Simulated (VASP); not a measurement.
# Dynamics of SiNi3 at finite temperature

Wanted: temperature and structure of SiNi3 along a short trajectory. The start is a cell from a database of measured crystal structures.

Program: VASP 6.6.1. Level of theory: PBEsol, spin-polarised from a ferromagnetic start; plane waves and PAW (Ni, Si). Results are calculated unless marked as measured.

The database entry behind the starting cell differs from later determinations by our own check (an axis about 0.9 % long against later determinations), so it need not match the best structure at ambient conditions.

## Step 1: Set-up

It takes space group Pm-3m (No. 221, cubic). The conventional cell has a = 3.542 Å, b = 3.542 Å, c = 3.542 Å, α = 90.00°, β = 90.00°, γ = 90.00°. Ni has 8 Ni at 2.50 Å and 4 Si at 2.50 Å nearest. Nearest to Si lie 12 Ni at 2.50 Å. Farther neighbours are not listed.

## Step 2: Relax the host

The later steps need the crystal at this functional's own lattice; a raised cutoff keeps the stress reliable while the cell changes.

File INCAR:

```
SYSTEM = SiNi3
PREC = Accurate
ENCUT = 360
EDIFF = 1E-06
NELM = 120
ISMEAR = 1
SIGMA = 0.15
LREAL = .FALSE.
ALGO = Normal
GGA = PS
NBANDS = 27
ISPIN = 2
MAGMOM = 1 1 1 0
LASPH = .TRUE.
LMAXMIX = 4
LORBIT = 11
LWAVE = .FALSE.
LCHARG = .FALSE.
KPAR = 4
IBRION = 2
NSW = 40
ISIF = 3
EDIFFG = -0.02
POTIM = 0.4
```

File POSCAR:

```
SiNi3
1.0
    3.5420000000      0.0000000000      0.0000000000
    0.0000000000      3.5420000000      0.0000000000
    0.0000000000      0.0000000000      3.5420000000
Ni Si
3 1
Direct
    0.5000000000      0.5000000000      0.0000000000
    0.5000000000      0.0000000000      0.5000000000
    0.0000000000      0.5000000000      0.5000000000
    0.0000000000      0.0000000000      0.0000000000
```

File KPOINTS:

```
Automatic mesh
0
Gamma
7 7 7
0 0 0
```

PAW data sets: Ni and Si (PBE family, release 64).

On the command line:

```
$ mpirun -np 4 vasp_std
```

Output:

```text
[banner, memory and clock lines left out]
running    4 mpi-ranks, on    1 nodes
 distrk:  each k-point on    1 cores,    4 groups
 distr:  one band on    1 cores,    1 groups

 POSCAR found type information on POSCAR NiSi
 POSCAR found :  2 types and       4 ions
|                                                                             |
|               ----> ADVICE to this user running VASP <----                  |
|                                                                             |
|     You enforced a specific xc type in the INCAR file but a different       |
|     [... a line on the potential file left out ...]
|     I HOPE YOU KNOW WHAT YOU ARE DOING!                                     |
|                                                                             |

 LDA part: xc-table for (Slater+PW92), standard interpolation
 POSCAR, INCAR and KPOINTS ok, starting setup
 FFT: planning ... GRIDC
 FFT: planning ... GRID_SOFT
 FFT: planning ... GRID
 WAVECAR not read
 entering main loop
       N       E                     dE             d eps       ncg     rms          rms(c)
DAV:   1     0.167883581301E+03    0.16788E+03   -0.11519E+04  2184   0.124E+03
DAV:   2    -0.207785891349E+02   -0.18866E+03   -0.17617E+03  2160   0.271E+02
DAV:   3    -0.299681187214E+02   -0.91895E+01   -0.87639E+01  2433   0.758E+01
DAV:   4    -0.301210120615E+02   -0.15289E+00   -0.15262E+00  2426   0.930E+00
DAV:   5    -0.301256405519E+02   -0.46285E-02   -0.46280E-02  2559   0.149E+00    0.208E+01
DAV:   6    -0.306009460069E+02   -0.47531E+00   -0.34185E+01  2545   0.103E+02    0.200E+01
DAV:   7    -0.262305165340E+02    0.43704E+01   -0.12069E+01  2585   0.579E+01    0.376E+00
DAV:   8    -0.261852165575E+02    0.45300E-01   -0.34688E-01  2490   0.443E+00    0.148E+00
DAV:   9    -0.261729298087E+02    0.12287E-01   -0.19098E-02  3037   0.159E+00    0.647E-01
DAV:  10    -0.261711346850E+02    0.17951E-02   -0.13705E-03  2618   0.368E-01    0.337E-01
DAV:  11    -0.261702287431E+02    0.90594E-03   -0.34485E-04  2921   0.303E-01    0.995E-02
DAV:  12    -0.261702663620E+02   -0.37619E-04   -0.14033E-04  2891   0.131E-01    0.457E-02
DAV:  13    -0.261702690331E+02   -0.26711E-05   -0.13717E-05  2530   0.429E-02    0.196E-02
DAV:  14    -0.261702663118E+02    0.27213E-05   -0.13482E-06  2115   0.137E-02    0.808E-03
DAV:  15    -0.261702660026E+02    0.30914E-06   -0.91930E-07  1260   0.997E-03
   1 F= -.26170266E+02 E0= -.26172112E+02  d E =-.261703E+02  mag=     0.0003
 curvature:   0.00 expect dE= 0.000E+00 dE for cont linesearch  0.000E+00
 trial: gam= 0.00000 g(F)=  0.000E+00 g(S)=  0.464E+00 ort = 0.000E+00 (trialstep = 0.100E+01)
 search vector abs. value=  0.464E+00
 bond charge predicted
       N       E                     dE             d eps       ncg     rms          rms(c)
DAV:   1    -0.344590622382E+02   -0.82888E+01   -0.68077E+01  2268   0.116E+02    0.259E+01
DAV:   2    -0.319891349750E+02    0.24699E+01   -0.47151E+01  2526   0.131E+02    0.176E+01
DAV:   3    -0.265102049875E+02    0.54789E+01   -0.15563E+01  2577   0.671E+01    0.472E+00
DAV:   4    -0.263205191503E+02    0.18969E+00   -0.41923E-01  2665   0.515E+00    0.256E+00
DAV:   5    -0.262493155900E+02    0.71204E-01   -0.35790E-02  3244   0.249E+00    0.772E-01
DAV:   6    -0.262482505282E+02    0.10651E-02   -0.91316E-03  2214   0.868E-01    0.192E-01
DAV:   7    -0.262483573793E+02   -0.10685E-03   -0.31799E-04  3232   0.207E-01    0.589E-02
DAV:   8    -0.262483248382E+02    0.32541E-04   -0.60540E-05  2842   0.122E-01    0.181E-02
DAV:   9    -0.262483223989E+02    0.24393E-05   -0.59068E-06  2391   0.234E-02    0.114E-02
DAV:  10    -0.262483223792E+02    0.19794E-07   -0.15575E-07  1194   0.327E-03
   2 F= -.26248322E+02 E0= -.26250413E+02  d E =-.780564E-01  mag=    -0.0000
 trial-energy change:   -0.078056  1 .order   -0.050892   -0.464040    0.362255
 step:   0.6086(harm=  0.5616)  dis= 0.00000  next Energy=   -26.317591 (dE=-0.147E+00)
 bond charge predicted
       N       E                     dE             d eps       ncg     rms          rms(c)
DAV:   1    -0.276845319289E+02   -0.14362E+01   -0.10608E+01  2268   0.505E+01    0.105E+01
DAV:   2    -0.277021850933E+02   -0.17653E-01   -0.11366E+01  2580   0.560E+01    0.828E+00
DAV:   3    -0.263468563796E+02    0.13553E+01   -0.25698E+00  2580   0.306E+01    0.177E+00
DAV:   4    -0.263263907313E+02    0.20466E-01   -0.10473E-01  2266   0.192E+00    0.864E-01
DAV:   5    -0.263190819817E+02    0.73087E-02   -0.60016E-03  3140   0.127E+00    0.188E-01
DAV:   6    -0.263189045793E+02    0.17740E-03   -0.12318E-03  2326   0.328E-01    0.530E-02
DAV:   7    -0.263189469818E+02   -0.42403E-04   -0.79498E-05  3115   0.744E-02    0.269E-02
DAV:   8    -0.263189499447E+02   -0.29629E-05   -0.17534E-06  1516   0.134E-02    0.369E-03
DAV:   9    -0.263189499010E+02    0.43725E-07   -0.33066E-07  1140   0.997E-03
   3 F= -.26318950E+02 E0= -.26320957E+02  d E =-.148684E+00  mag=    -0.0000
 curvature:  -0.28 expect dE=-0.902E-07 dE for cont linesearch -0.902E-07
 trial: gam= 0.00000 g(F)=  0.464E-65 g(S)=  0.325E-06 ort =-0.388E-03 (trialstep = 0.922E+00)
 search vector abs. value=  0.325E-06
 reached required accuracy - stopping structural energy minimisation
```

The job ended after 43 s (4 MPI ranks of Intel Xeon Platinum 8259CL at 2.50GHz (Skylake/Cascade Lake), shared host; peak memory 0.62 GiB; 2.5 min of CPU time).

The logs omit lines about the potential files and the build; timing stands in the text.

Parts of OUTCAR (step 2):

```text
ion  position               nearest neighbor table
   1  0.500  0.500  0.000-   2 2.50   3 2.50   4 2.50   2 2.50   3 2.50   2 2.50   4 2.50   2 2.50
                             3 2.50   4 2.50   3 2.50   4 2.50
   2  0.500  0.000  0.500-   1 2.50   3 2.50   4 2.50   1 2.50   4 2.50   1 2.50   3 2.50   1 2.50
                             3 2.50   4 2.50   4 2.50   3 2.50
   3  0.000  0.500  0.500-   1 2.50   2 2.50   4 2.50   1 2.50   4 2.50   2 2.50   4 2.50   4 2.50
                             1 2.50   2 2.50   1 2.50   2 2.50
   4  0.000  0.000  0.000-   1 2.50   2 2.50   3 2.50   2 2.50   3 2.50   1 2.50   3 2.50   3 2.50
                             1 2.50   2 2.50   2 2.50   1 2.50

  LATTYP: Found a simple cubic cell.
 ALAT       =     3.5420000000

 Subroutine GETGRP returns: Found 48 space group operations
 (whereof 48 operations were pure point group operations)

The static configuration has the point symmetry O_h .

 Found     20 irreducible k-points:

   k-points           NKPTS =     20   k-points in BZ     NKDIM =     20   number of bands    NBANDS=     27

   dimension x,y,z NGX =    24 NGY =   24 NGZ =   24
   dimension x,y,z NGXF=    48 NGYF=   48 NGZF=   48

   ENCUT  =  360.0 eV  26.46 Ry    5.14 a.u.   5.48  5.48  5.48*2*pi/ulx,y,z

   NELECT =      34.0000    total number of electrons

 k-points in reciprocal lattice and weights: Automatic mesh
   0.00000000  0.00000000  0.00000000       0.003
   0.14285714  0.00000000  0.00000000       0.017
   0.28571429  0.00000000  0.00000000       0.017
   0.42857143  0.00000000  0.00000000       0.017
   0.14285714  0.14285714  0.00000000       0.035
   0.28571429  0.14285714  0.00000000       0.070
   0.42857143  0.14285714  0.00000000       0.070
   0.28571429  0.28571429  0.00000000       0.035
   0.42857143  0.28571429  0.00000000       0.070
[...]
0.42857143  0.42857143  0.28571429       0.070
   0.42857143  0.42857143  0.42857143       0.023

 average (electrostatic) potential at core
       1 -79.9991       2 -79.9991       3 -79.9991       4 -78.2373

 E-fermi :  11.1060

 spin component 1
 k-point     1 :       0.0000    0.0000    0.0000
  band No.  band energies     occupation
    ...
     12      10.1953      1.00000
     13      10.1953      1.00000
     14      10.4884      1.00000
     15      10.4884      1.00000
     16      10.8280      1.01248
     17      11.1662      0.18882
     18      11.1662      0.18882
     19      11.1662      0.18882
     20      16.3570      0.00000
     21      17.6488      0.00000
    ...

 k-point     2 :       0.1429    0.0000    0.0000
  band No.  band energies     occupation
    ...
     12      10.2942      1.00000
     13      10.2942      1.00000
     14      10.4587      1.00000
     15      10.4915      1.00000
     16      10.7243      1.00095
     17      11.1666      0.18691
     18      11.6599     -0.00000
     19      11.6599     -0.00000
     20      16.6989      0.00000
     21      17.5842      0.00000
    ...

 k-point     3 :       0.2857    0.0000    0.0000
  band No.  band energies     occupation
    ...
     12      10.0613      1.00000
     13      10.0613      1.00000
     14      10.1653      1.00000
     15      10.3643      1.00000
     16      10.5559      1.00000
     17      11.1674      0.18353
     18      12.9285     -0.00000
     19      12.9285     -0.00000
     20      16.7427      0.00000
     21      17.4129      0.00000
    ...

 k-point     4 :       0.4286    0.0000    0.0000
  band No.  band energies     occupation
    ...
     12       9.7823      1.00000
     13       9.7823      1.00000
     14       9.8305      1.00000
     15       9.9959      1.00000
     16      10.5568      1.00000
     17      11.1679      0.18159
     18      14.4631      0.00000
     19      14.4631      0.00000
     20      16.6467      0.00000
     21      16.9853      0.00000
    ...

 k-point     5 :       0.1429    0.1429    0.0000
  band No.  band energies     occupation
    ...
     13      10.2923      1.00000
     14      10.3235      1.00000
     15      10.5993      1.00001
     16      10.6164      1.00002
     17      11.0398      0.83624
     18      11.5923     -0.00002
     19      12.1733     -0.00000
     20      17.0651      0.00000
     21      18.4232      0.00000
     22      18.6430      0.00000
    ...

 k-point     6 :       0.2857    0.1429    0.0000
  band No.  band energies     occupation
    ...
     13       9.9710      1.00000
     14      10.2554      1.00000
     15      10.4359      1.00000
     16      10.4712      1.00000
     17      10.9716      1.01065
     18      12.2414     -0.00000
     19      13.3216     -0.00000
     20      16.8535      0.00000
     21      17.1648      0.00000
     22      18.6930      0.00000
    ...

  Total        0.0033500      0.0033500      0.0033500      0.0000000     -0.0000000      0.0000000
  in kB        0.1297204      0.1297204      0.1297204      0.0000000     -0.0000000      0.0000000
  external PRESSURE =       0.1297204 kB  Pullay stress =       0.0000000 kB

  energy-cutoff  :      360.00
  volume of cell :       41.38
      direct lattice vectors                 reciprocal lattice vectors
     3.458725492 -0.000000000  0.000000000     0.289123841  0.000000000  0.000000000
    -0.000000000  3.458725492  0.000000000     0.000000000  0.289123841  0.000000000
    -0.000000000 -0.000000000  3.458725492    -0.000000000 -0.000000000  0.289123841

 POSITION                                       TOTAL-FORCE (eV/Angst)
 -----------------------------------------------------------------------------------
      1.72936      1.72936      0.00000         0.000000      0.000000      0.000000
      1.72936     -0.00000      1.72936        -0.000000     -0.000000      0.000000
     -0.00000      1.72936      1.72936        -0.000000     -0.000000      0.000000
      0.00000      0.00000      0.00000         0.000000      0.000000      0.000000
 -----------------------------------------------------------------------------------
    total drift:                                0.000000     -0.000000     -0.000000

  FREE ENERGIE OF THE ION-ELECTRON SYSTEM (eV)
  ---------------------------------------------------
  free  energy   TOTEN  =       -26.3189499010 eV

  energy  without entropy=      -26.3249703624  energy(sigma->0) =      -26.32095672

 reached required accuracy - stopping structural energy minimisation

 total charge
# of ion       s       p       d       tot
------------------------------------------
    1        0.508   0.619   8.430   9.558
    2        0.508   0.619   8.430   9.558
    3        0.508   0.619   8.430   9.558
    4        0.729   0.841   0.000   1.570
--------------------------------------------------
tot          2.254   2.699  25.290  30.243

 magnetization (x)
# of ion       s       p       d       tot
------------------------------------------
    1        0.000  -0.000  -0.000  -0.000
    2        0.000  -0.000  -0.000  -0.000
    3        0.000  -0.000  -0.000  -0.000
    4       -0.000   0.000   0.000   0.000
--------------------------------------------------
tot         -0.000   0.000  -0.000  -0.000

[... 2 further parts left out ...]
```

CONTCAR:

```
SiNi3
   1.00000000000000
     3.4587254921273520   -0.0000000000000000    0.0000000000000000
    -0.0000000000000000    3.4587254921273520    0.0000000000000000
    -0.0000000000000000   -0.0000000000000000    3.4587254921273520
  Ni              Si
     3     1
Direct
     0.5000000000000000    0.5000000000000000    0.0000000000000000
     0.5000000000000000    0.0000000000000000    0.5000000000000000
     0.0000000000000000    0.5000000000000000    0.5000000000000000
     0.0000000000000000    0.0000000000000000    0.0000000000000000
```

The moments of the start collapse, so the state is non-magnetic; other starts or orders were not tried. The k-mesh is coarse for a metal. The PAW data sets were made with PBE, which is usual practice but a small mismatch for other functionals. The run keeps the 48 symmetry operations of its start, so it cannot find a distortion of lower symmetry.

The steps of the relaxation:

| step | energy less that of the first step (eV) | largest force (eV/Å) | pressure (GPa) | volume (Å³) |
| --- | --- | --- | --- | --- |
| 1 | 0.0000 | 0.0000 | -14.44 | 44.44 |
| 2 | -0.0781 | 0.0000 | 12.68 | 39.48 |
| 3 | -0.1487 | 0.0000 | 0.01 | 41.38 |

| conventional cell, symmetrised | before | after | change |
| --- | --- | --- | --- |
| a (Å) | 3.542 | 3.459 | -2.4 % |
| b (Å) | 3.542 | 3.459 | -2.4 % |
| c (Å) | 3.542 | 3.459 | -2.4 % |
| volume (Å³/atom) | 11.11 | 10.34 | -6.9 % |

The relaxed structure:

```xyz
4
Lattice="3.4587 0.0000 0.0000 0.0000 3.4587 0.0000 0.0000 0.0000 3.4587" Properties=species:S:1:pos:R:3 pbc="T T T"
Ni    1.7294    1.7294    0.0000
Ni    1.7294    0.0000    1.7294
Ni    0.0000    1.7294    1.7294
Si    0.0000    0.0000    0.0000
```

This step gave:

```yaml
electronic_cycles: 34
electrons: 34
free_energy_toten: -26.32 eV
energy_at_zero_smearing: -26.32 eV
fermi_energy: 11.11 eV
labelled_metallic_from_the_levels_on_this_mesh: yes
```

The spin moment in the PAW sphere vanishes on all atoms.

The run ended after 3 ionic steps, 0.149 eV below its first step, once forces and stress met EDIFFG = -0.02.

(Part 1 of 4 ends here.)

[Lines on the potential files, build, host, timing and source positions are cut from VASP's logs without a mark.]

[Logs are printed without paths, hosts, clocks, repeated set-up lines and the standing remarks that a program may print on its own settings, such as how far it seeks lower states.]

[Hosts, paths, dates, database ids (printed as entryN), source tags and the programs' standing remarks are cut or masked in the printed files.]

[Runs that stopped without an error message from VASP are left out.]
